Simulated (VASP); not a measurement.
Output of a VASP run:

File OUTCAR:
```
 ion  position               nearest neighbor table
   1  0.000  0.000  0.000-   3 2.30   3 2.30   3 2.30   2 2.30   3 2.30   2 2.30   2 2.30   2 2.30
  LATTYP: Found a face centered cubic cell.
 ALAT       =     5.3131578624
 Subroutine PRICEL returns:
 Original cell was already a primitive cell.
 Subroutine GETGRP returns: Found 48 space group operations
The static configuration has the point symmetry O_h .
The dynamic configuration has the point symmetry O_h .
 Subroutine INISYM returns: Found 48 space group operations
 Subroutine IBZKPT returns following result:
 Found     35 irreducible k-points:

 Following reciprocal coordinates:
            Coordinates               Weight
  0.000000  0.000000  0.000000      1.000000
  0.111111  0.000000  0.000000      8.000000
  0.222222  0.000000  0.000000      8.000000
  0.333333  0.000000  0.000000      8.000000
  0.444444  0.000000  0.000000      8.000000
  0.111111  0.111111  0.000000      6.000000
  0.222222  0.111111  0.000000     24.000000
  0.333333  0.111111  0.000000     24.000000
  0.444444  0.111111  0.000000     24.000000
 -0.444444  0.111111  0.000000     24.000000
 -0.333333  0.111111  0.000000     24.000000
 -0.222222  0.111111  0.000000     24.000000
 -0.111111  0.111111  0.000000     12.000000
  0.222222  0.222222  0.000000      6.000000
  0.333333  0.222222  0.000000     24.000000
  0.444444  0.222222  0.000000     24.000000
 -0.444444  0.222222  0.000000     24.000000
 -0.333333  0.222222  0.000000     24.000000
 -0.222222  0.222222  0.000000     12.000000
  0.333333  0.333333  0.000000      6.000000
  0.444444  0.333333  0.000000     24.000000
 -0.444444  0.333333  0.000000     24.000000
 -0.333333  0.333333  0.000000     12.000000
  0.444444  0.444444  0.000000      6.000000
 -0.444444  0.444444  0.000000     12.000000
  0.333333  0.222222  0.111111     24.000000
  0.444444  0.222222  0.111111     48.000000
 -0.444444  0.222222  0.111111     48.000000
  0.444444  0.333333  0.111111     24.000000
 -0.444444  0.333333  0.111111     48.000000
 -0.333333  0.333333  0.111111     48.000000
 -0.222222  0.333333  0.111111     24.000000
 -0.444444  0.444444  0.111111     24.000000
 -0.333333  0.444444  0.111111     24.000000
 -0.333333  0.444444  0.222222     24.000000
   k-points           NKPTS =     35   k-points in BZ     NKDIM =     35   number of bands    NBANDS=     12
   number of dos      NEDOS =    301   number of ions     NIONS =      3
   total plane-waves  NPLWV =  21952
   dimension x,y,z NGX =    28 NGY =   28 NGZ =   28
   dimension x,y,z NGXF=    56 NGYF=   56 NGZF=   56
   ions per type =               1   2
   PREC   = accura    normal or accurate (medium, high low for compatibility)
   ISTART =      0    job   : 0-new  1-cont  2-samecut
   ICHARG =      2    charge: 1-file 2-atom 10-const
   ISPIN  =      1    spin polarized calculation?
   LNONCOLLINEAR =      F non collinear calculations
   LSORBIT =      F    spin-orbit coupling
   INIWAV =      1    electr: 0-lowe 1-rand  2-diag
   ENCUT  =  480.0 eV  35.28 Ry    5.94 a.u.   6.71  6.71  6.71*2*pi/ulx,y,z
   NELM   =    100;   NELMIN=  2; NELMDL= -5     # of ELM steps
   EDIFF  = 0.1E-05   stopping-criterion for ELM
   LREAL  =      F    real-space projection
   NLSPLINE    = F    spline interpolate recip. space projectors
   LMAXMIX     =    4 max onsite mixed and CHGCAR
   VOSKOWN=      0    Vosko Wilk Nusair interpolation
   EDIFFG = -.2E-01   stopping-criterion for IOM
   NSW    =     60    number of steps for IOM
   NBLOCK =      1;   KBLOCK =     60    inner block; outer block
   IBRION =      2    ionic relax: 0-MD 1-quasi-New 2-CG
   NFREE  =      1    steps in history (QN), initial steepest desc. (CG)
   ISIF   =      3    stress and relaxation
   ISYM   =      2    0-nonsym 1-usesym 2-fastsym
   TEIN   =    0.0    initial temperature
   TEBEG  =    0.0;   TEEND  =   0.0 temperature during run
   SMASS  =  -3.00    Nose mass-parameter (am)
...
```

File OSZICAR:
```
       N       E                     dE             d eps       ncg     rms          rms(c)
DAV:   1     0.676390075695E+02    0.67639E+02   -0.65976E+03   840   0.126E+03
DAV:   2    -0.184871875728E+02   -0.86126E+02   -0.81087E+02   856   0.256E+02
DAV:   3    -0.225077934847E+02   -0.40206E+01   -0.38617E+01  1108   0.624E+01
DAV:   4    -0.225998470769E+02   -0.92054E-01   -0.91896E-01  1024   0.896E+00
DAV:   5    -0.226024704232E+02   -0.26233E-02   -0.26230E-02  1120   0.149E+00    0.155E+01
DAV:   6    -0.261884601217E+02   -0.35860E+01   -0.43920E+01  1056   0.142E+02    0.178E+01
DAV:   7    -0.210053938652E+02    0.51831E+01   -0.18147E+01  1092   0.111E+02    0.370E+00
DAV:   8    -0.210155489455E+02   -0.10155E-01   -0.10990E+00   992   0.883E+00    0.189E+00
DAV:   9    -0.209769689426E+02    0.38580E-01   -0.10791E-01  1080   0.689E+00    0.444E-01
DAV:  10    -0.209763246000E+02    0.64434E-03   -0.60467E-03  1096   0.810E-01    0.648E-02
DAV:  11    -0.209763051430E+02    0.19457E-04   -0.26506E-04  1244   0.242E-01    0.454E-02
DAV:  12    -0.209763114418E+02   -0.62988E-05   -0.17540E-05   980   0.529E-02    0.216E-02
DAV:  13    -0.209763110079E+02    0.43390E-06   -0.22226E-06   876   0.129E-02
   1 F= -.20976311E+02 E0= -.20976054E+02  d E =-.209763E+02
```

File OUTCAR:
```
------------------------ aborting loop because EDIFF is reached ----------------------------------------
  FORCE on cell =-STRESS in cart. coord.  units (eV):
  Direction    XX          YY          ZZ          XY          YZ          ZX
  --------------------------------------------------------------------------------------
  Total        0.0289468      0.0289468      0.0289468      0.0000000      0.0000000     -0.0000000
  in kB        1.2368378      1.2368378      1.2368378      0.0000000      0.0000000     -0.0000000
  external PRESSURE =       1.2368378 kB  Pullay stress =       0.0000000 kB
  volume of cell :       37.50
      direct lattice vectors                 reciprocal lattice vectors
     0.000000000  2.656578931  2.656578931    -0.188211987  0.188211987  0.188211987
     2.656578931  0.000000000  2.656578931     0.188211987 -0.188211987  0.188211987
     2.656578931  2.656578931  0.000000000     0.188211987  0.188211987 -0.188211987
 POSITION                                       TOTAL-FORCE (eV/Angst)
 -----------------------------------------------------------------------------------
      0.00000      0.00000      0.00000         0.000000      0.000000     -0.000000
      1.32829      1.32829      1.32829         0.000000      0.000000      0.000000
      3.98487      3.98487      3.98487        -0.000000     -0.000000     -0.000000
 -----------------------------------------------------------------------------------
    total drift:                               -0.000000     -0.000000      0.000000
  FREE ENERGIE OF THE ION-ELECTRON SYSTEM (eV)
  ---------------------------------------------------
  free  energy   TOTEN  =       -20.9763110079 eV

  energy  without entropy=      -20.9755384908  energy(sigma->0) =      -20.97605350

 reached required accuracy - stopping structural energy minimisation
```
(Selected blocks of OUTCAR.)

File POSCAR:
```
CoSi2
1
    0.0000000000     2.6565789312     2.6565789312
    2.6565789312     0.0000000000     2.6565789312
    2.6565789312     2.6565789312    -0.0000000000
Co Si
1 2
Direct
  0.0000000000   0.0000000000   0.0000000000
  0.2500000000   0.2500000000   0.2500000000
  0.7500000000   0.7500000000   0.7500000000
```

Problem. Reconstruct the remaining input files.

Solution. This is not unique; one that fits is the input of the run itself, PBEsol GGA, plane waves, VASP's PBE PAW potentials (set 64).

### INCAR
```
SYSTEM  =  CoSi2
PREC  =  Accurate; ENCUT  =  480; LREAL  =  .False.
LASPH  =  .True.
EDIFF  =  1E-6; NELM  =  100; ALGO  =  Normal
LMAXMIX  =  4
ISMEAR  =  1; SIGMA  =  0.1
GGA  =  PS
IBRION  =  2; NSW  =  60; ISIF  =  3
EDIFFG  =  -0.02
LWAVE  =  .False.; LCHARG  =  .False.
```

KPOINTS:
```
Automatic mesh
0
Gamma
9 9 9
0 0 0
```

POTCAR, in this order: Co Si (PBE.64 set). Program: vasp_std.

The compound is CoSi2 in the fluorite structure. It was relaxed first. The start is the result of an earlier pass. The run is not spin-polarised, so no magnetic state was tried. The electron count is odd and the run is not spin-polarised, which forces a metal.
